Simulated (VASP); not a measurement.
## MoS2 (Molybdenite): input slips in a phonon run and what they do

Some phonon runs on MoS2 (Molybdenite) get a fault in the input on purpose. Which of them show, and how? The starting structure is a measured crystal structure from the Crystallography Open Database.

Method: Kohn-Sham DFT with plane waves and PAW; LDA, in VASP 6.6.1.

**1. Starting point**

Symmetry: P6_3/mmc, No. 194, hexagonal system. The conventional cell has a = 3.161 Å, b = 3.161 Å, c = 12.295 Å, α = 90.00°, β = 90.00°, γ = 120.00°. Mo has 6 S at 2.37 Å nearest. S has 3 Mo at 2.37 Å nearest. Farther neighbours and most contacts between anions are not listed.

As a file:

```cif
data_structure
_symmetry_space_group_name_H-M 'P 1'
_symmetry_Int_Tables_number 1
_cell_length_a 3.1610
_cell_length_b 3.1610
_cell_length_c 12.2950
_cell_angle_alpha 90.000
_cell_angle_beta 90.000
_cell_angle_gamma 120.000
_cell_volume 106.39
loop_
_atom_site_label
_atom_site_type_symbol
_atom_site_fract_x
_atom_site_fract_y
_atom_site_fract_z
_atom_site_occupancy
Mo1 Mo 0.66667 0.33333 0.75000 1
Mo2 Mo 0.33333 0.66667 0.25000 1
S3 S 0.66667 0.33333 0.37250 1
S4 S 0.33333 0.66667 0.87250 1
S5 S 0.66667 0.33333 0.12750 1
S6 S 0.33333 0.66667 0.62750 1
```

**2. Reference modes**

The cell comes from a relaxation at this level, not shown (101.88 Å³).

INCAR

```
SYSTEM = MoS2
PREC = Accurate
ENCUT = 450
EDIFF = 1E-08
NELM = 100
ISMEAR = 0
SIGMA = 0.03
LREAL = .FALSE.
ALGO = Normal
GGA = CA
NBANDS = 32
LASPH = .TRUE.
LORBIT = 11
LWAVE = .FALSE.
LCHARG = .FALSE.
KPAR = 8
IBRION = 6
NFREE = 2
POTIM = 0.015
NSW = 1
ISIF = 2
```

POSCAR

```
MoS2
1.0
    3.1228392084      0.0000000000      0.0000000000
   -1.5614196043      2.7044580865      0.0000000000
    0.0000000000      0.0000000000     12.0633462919
Mo S
2 4
Direct
    0.6666666667      0.3333333333      0.7500000000
    0.3333333333      0.6666666667      0.2500000000
    0.6666666667      0.3333333333      0.3788645305
    0.3333333333      0.6666666667      0.8788645305
    0.6666666667      0.3333333333      0.1211354695
    0.3333333333      0.6666666667      0.6211354695
```

KPOINTS

```
Automatic mesh
0
Gamma
9 9 2
0 0 0
```

The projector-augmented-wave data sets are Mo_sv and S (LDA family, release 64).

Command:

```bash
$ mpirun -np 8 vasp_std
```

Log:

```text
[banner, memory and clock lines left out]
running    8 mpi-ranks, on    1 nodes
 distrk:  each k-point on    1 cores,    8 groups
 distr:  one band on    1 cores,    1 groups

 POSCAR found type information on POSCAR MoS
 POSCAR found :  2 types and       6 ions
|                                                                             |
|           W    W    AA    RRRRR   N    N  II  N    N   GGGG   !!!           |
|           W    W   A  A   R    R  NN   N  II  NN   N  G    G  !!!           |
|           W    W  A    A  R    R  N N  N  II  N N  N  G       !!!           |
|           W WW W  AAAAAA  RRRRR   N  N N  II  N  N N  G  GGG   !            |
|           WW  WW  A    A  R   R   N   NN  II  N   NN  G    G                |
|           W    W  A    A  R    R  N    N  II  N    N   GGGG   !!!           |
|                                                                             |
|     For optimal performance we recommend to set                             |
|       NCORE = 2 up to number-of-cores-per-socket                            |
|     NCORE specifies how many cores store one orbital (NPAR=cpu/NCORE).      |
|     This setting can greatly improve the performance of VASP for DFT.       |
|     The default, NCORE=1 might be grossly inefficient on modern             |
|     multi-core architectures or massively parallel machines. Do your        |
|     Unfortunately you need to use the default for GW and RPA                |
|     calculations (for HF NCORE is supported but not extensively tested      |
|     yet).                                                                   |
|                                                                             |

 LDA part: xc-table for (Slater(with rela. corr.)+CA(PZ))
 , standard interpolation
 POSCAR, INCAR and KPOINTS ok, starting setup
 FFT: planning ... GRIDC
 FFT: planning ... GRID_SOFT
 FFT: planning ... GRID
 WAVECAR not read
 entering main loop
       N       E                     dE             d eps       ncg     rms          rms(c)
DAV:   1     0.438520564552E+03    0.43852E+03   -0.27507E+04  1728   0.139E+03
DAV:   2    -0.248289776260E+02   -0.46335E+03   -0.45155E+03  1840   0.391E+02
DAV:   3    -0.512679975350E+02   -0.26439E+02   -0.26222E+02  1960   0.807E+01
DAV:   4    -0.517963923515E+02   -0.52839E+00   -0.52684E+00  1832   0.117E+01
DAV:   5    -0.518095044410E+02   -0.13112E-01   -0.13107E-01  1912   0.175E+00    0.374E+01
DAV:   6    -0.496491981165E+02    0.21603E+01   -0.17224E+01  1760   0.248E+01    0.125E+01
DAV:   7    -0.492738501817E+02    0.37535E+00   -0.73347E+00  1752   0.156E+01    0.902E+00
DAV:   8    -0.489573977982E+02    0.31645E+00   -0.12538E+00  1896   0.685E+00    0.267E+00
DAV:   9    -0.489640881467E+02   -0.66903E-02   -0.10165E-01  2024   0.153E+00    0.113E+00
DAV:  10    -0.489567682342E+02    0.73199E-02   -0.43615E-02  1888   0.129E+00    0.241E-01
DAV:  11    -0.489566895480E+02    0.78686E-04   -0.19587E-03  1896   0.256E-01    0.125E-01
DAV:  12    -0.489566594925E+02    0.30056E-04   -0.14067E-04  1880   0.582E-02    0.832E-02
DAV:  13    -0.489566405183E+02    0.18974E-04   -0.18251E-04  1960   0.729E-02    0.195E-02
DAV:  14    -0.489566390147E+02    0.15035E-05   -0.18975E-05  1888   0.274E-02    0.106E-02
DAV:  15    -0.489566390156E+02   -0.89130E-09   -0.76857E-07  1880   0.497E-03    0.369E-03
DAV:  16    -0.489566388791E+02    0.13655E-06   -0.68547E-07  1960   0.522E-03    0.620E-04
DAV:  17    -0.489566388819E+02   -0.28176E-08   -0.32095E-08  1608   0.108E-03
   1 F= -.48956639E+02 E0= -.48956639E+02  d E =-.370928E-51
[... from here on, the cycles between the ionic steps are left out ...]
   2 F= -.48954228E+02 E0= -.48954228E+02  d E =-.202532E-52
   3 F= -.48954228E+02 E0= -.48954228E+02  d E =-.201846E-52
   4 F= -.48953080E+02 E0= -.48953080E+02  d E =-.198268E-50
   5 F= -.48953080E+02 E0= -.48953080E+02  d E =-.198270E-50
   6 F= -.48955484E+02 E0= -.48955484E+02  d E =-.102144E-51
   7 F= -.48955484E+02 E0= -.48955484E+02  d E =-.102130E-51
   8 F= -.48954668E+02 E0= -.48954668E+02  d E =-.378346E-48
 Finite differences progress:
  Degree of freedom:   4/  4
  Displacement:        1/  2
  Total:               7/  8
 bond charge predicted
       N       E                     dE             d eps       ncg     rms          rms(c)
DAV:   1    -0.489519944973E+02    0.26733E-02   -0.10171E+00  1544   0.354E+00    0.843E-01
DAV:   2    -0.489547241793E+02   -0.27297E-02   -0.34642E-02  1912   0.836E-01    0.433E-01
DAV:   3    -0.489546344411E+02    0.89738E-04   -0.54863E-04  1768   0.136E-01    0.248E-01
DAV:   4    -0.489545923850E+02    0.42056E-04   -0.38972E-04  1840   0.908E-02    0.730E-02
DAV:   5    -0.489545801474E+02    0.12238E-04   -0.10578E-04  1880   0.602E-02    0.235E-02
DAV:   6    -0.489545773009E+02    0.28465E-05   -0.81406E-06  1928   0.153E-02    0.185E-02
DAV:   7    -0.489545765089E+02    0.79200E-06   -0.27398E-06  1784   0.807E-03    0.934E-03
DAV:   8    -0.489545762681E+02    0.24080E-06   -0.14365E-06  1880   0.675E-03    0.133E-03
DAV:   9    -0.489545762902E+02   -0.22105E-07   -0.29833E-07  1472   0.255E-03    0.185E-03
DAV:  10    -0.489545762883E+02    0.19563E-08   -0.70090E-09  1024   0.499E-04
   9 F= -.48954576E+02 E0= -.48954576E+02  d E =-.192246E-53
 Finite differences progress:
  Degree of freedom:   4/  4
  Displacement:        2/  2
  Total:               8/  8
```

Wall time 99 s (8 MPI ranks of Intel Xeon 6975P-C (Granite Rapids), shared host); peak memory 3.3 GiB.

The logs omit lines about the potential files and the build; timing stands in the text.

(Continued in part 2 of 3.)

[Lines on the potential files, build, host, timing and source positions are cut from VASP's logs without a mark.]

[Logs are printed without paths, hosts, clocks, repeated set-up lines and the standing remarks that a program may print on its own settings, such as how far it seeks lower states.]

[Hosts, paths, dates, database ids (printed as entryN), source tags and the programs' standing remarks are cut or masked in the printed files.]
